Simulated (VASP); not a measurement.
A snapshot from molecular dynamics of Mo, step 161; the first frame, the perfect lattice, has an electronic free energy F (no ionic kinetic energy) of -10.885 eV/atom. The Γ point alone samples so small a cell crudely.

Given:

```xyz
54
Lattice="9.4500 0.0000 0.0000 0.0000 9.4500 0.0000 0.0000 0.0000 9.4500" Properties=species:S:1:pos:R:3 pbc="T T T"
Mo     0.1177     9.2167     0.1311
Mo     3.1785     9.2829     9.2073
Mo     6.6747     0.1983     0.1063
Mo     9.3617     3.4964     0.0157
Mo     0.3053     9.3764     3.1204
Mo     1.2421     1.6887     1.3619
Mo     3.1468     3.1590     9.2949
Mo     3.1324     9.1800     3.4598
Mo     4.5909     1.4529     1.2521
Mo     6.6068     3.1423     9.3599
Mo     6.3025     9.4004     3.0362
Mo     7.9670     1.9151     1.7880
Mo     0.2714     6.5026     0.1744
Mo     9.2110     3.0498     3.3462
Mo     1.5753     4.8749     1.5919
Mo     3.3140     6.3574     9.2681
Mo     0.2482     0.0358     6.3737
Mo     1.7780     1.7100     4.9962
Mo     3.1128     2.6748     3.3393
Mo     4.4361     4.5719     1.3622
Mo     6.2799     6.1071     0.2787
Mo     3.3454     9.1398     6.4138
Mo     4.9522     1.6876     4.3793
Mo     6.0220     3.3123     2.8769
Mo     7.8264     5.0358     1.6867
Mo     6.3332     9.3952     6.2684
Mo     8.0081     1.6573     4.5982
Mo     0.1292     6.5433     3.1905
Mo     1.8949     7.7432     1.9361
Mo     9.3384     3.1383     6.2600
Mo     1.0522     4.8708     4.9678
Mo     3.1504     6.1858     3.1745
Mo     4.6371     8.1765     1.3332
Mo     1.5365     1.6379     7.8719
Mo     3.4863     2.8342     6.5220
Mo     4.4003     4.5264     4.4234
Mo     5.8702     6.0497     3.2565
Mo     7.8358     8.0173     1.8959
Mo     4.7629     1.2333     7.7280
Mo     6.4582     3.1466     6.1614
Mo     7.6110     4.7072     4.5576
Mo     8.2905     1.8397     8.3653
Mo     9.3914     6.4584     6.5075
Mo     1.5873     7.9155     4.9188
Mo     1.2985     4.7844     7.6118
Mo     2.9106     6.0586     6.3396
Mo     4.7137     7.8937     4.6570
Mo     4.4839     4.6291     7.7820
Mo     6.2005     6.2380     6.1723
Mo     7.9442     7.9101     4.8613
Mo     7.8566     4.8209     7.7627
Mo     1.5797     8.0050     7.9477
Mo     4.9204     7.5852     7.5267
Mo     7.7435     8.2044     7.6058
```

Level of theory: PBE GGA, VASP's PBE PAW potentials (set 64) (plane waves; VASP). Numerical set-up: PREC = Normal, LREAL = Auto, ISYM = 0, EDIFF = 1E-5, 300 eV cut-off, 1×1×1 Γ-centred mesh, Fermi-Dirac smearing of 0.19 eV, potentials Mo.

Q: Give F per atom of this frame and the forces (eV/Å).

A: -10.492 eV/atom.
| atom | Fx | Fy | Fz |
|---|---|---|---|
| Mo1 | -0.12 | 0.38 | 1.38 |
| Mo2 | -0.23 | 1.77 | 2.48 |
| Mo3 | -1.08 | -1.70 | -0.12 |
| Mo4 | 2.40 | 0.95 | 1.48 |
| Mo5 | -1.08 | 1.20 | 0.74 |
| Mo6 | 1.59 | -0.94 | 0.11 |
| Mo7 | -0.94 | -0.80 | 1.24 |
| Mo8 | 0.93 | 2.71 | -1.44 |
| Mo9 | -0.13 | 1.35 | 0.58 |
| Mo10 | -3.28 | 1.12 | 0.23 |
| Mo11 | 0.39 | 0.56 | 1.62 |
| Mo12 | -1.42 | -2.28 | -2.10 |
| Mo13 | -1.03 | -1.25 | 0.02 |
| Mo14 | 4.01 | 2.47 | -1.33 |
| Mo15 | -0.38 | -0.63 | -0.43 |
| Mo16 | -1.06 | -1.83 | 1.27 |
| Mo17 | -1.53 | 0.84 | -0.49 |
| Mo18 | -1.52 | -2.22 | -0.26 |
| Mo19 | -1.05 | 2.45 | -3.06 |
| Mo20 | 0.55 | 0.86 | 0.11 |
| Mo21 | 0.15 | 1.25 | -1.41 |
| Mo22 | -0.77 | 1.84 | -1.44 |
| Mo23 | -0.94 | -2.35 | 1.96 |
| Mo24 | 1.92 | -2.42 | 1.01 |
| Mo25 | 0.27 | -0.67 | -0.89 |
| Mo26 | 0.82 | 0.98 | -1.74 |
| Mo27 | -1.65 | -1.60 | 1.82 |
| Mo28 | -1.29 | -2.18 | 1.28 |
| Mo29 | -1.86 | 2.13 | -3.62 |
| Mo30 | 0.30 | -0.99 | 1.04 |
| Mo31 | 1.94 | -0.51 | -3.04 |
| Mo32 | -0.78 | -0.79 | 0.23 |
| Mo33 | 1.58 | -1.79 | 0.67 |
| Mo34 | 0.27 | 0.14 | 0.30 |
| Mo35 | -1.96 | 0.88 | -2.47 |
| Mo36 | 1.06 | 1.12 | 3.03 |
| Mo37 | 1.73 | 1.87 | -1.78 |
| Mo38 | -0.14 | -0.52 | -1.88 |
| Mo39 | 1.21 | 2.51 | 1.95 |
| Mo40 | -0.39 | -0.42 | 0.74 |
| Mo41 | 0.03 | 1.56 | 1.10 |
| Mo42 | -1.62 | -2.62 | -3.54 |
| Mo43 | -0.86 | -0.13 | -1.74 |
| Mo44 | -0.49 | -0.54 | 0.02 |
| Mo45 | 2.19 | -0.47 | 3.30 |
| Mo46 | 1.84 | 1.05 | -1.12 |
| Mo47 | 0.75 | -0.96 | 0.28 |
| Mo48 | 2.40 | 0.43 | 0.36 |
| Mo49 | 1.22 | -1.58 | -0.03 |
| Mo50 | -0.92 | 0.86 | -1.51 |
| Mo51 | -1.35 | 1.02 | 0.66 |
| Mo52 | 0.15 | -2.33 | -1.02 |
| Mo53 | -0.94 | 1.67 | 2.77 |
| Mo54 | 1.09 | -1.46 | 2.65 |

The cell is a supercell, built from Mo (bcc). Its lattice is the typed one, not relaxed at this level.
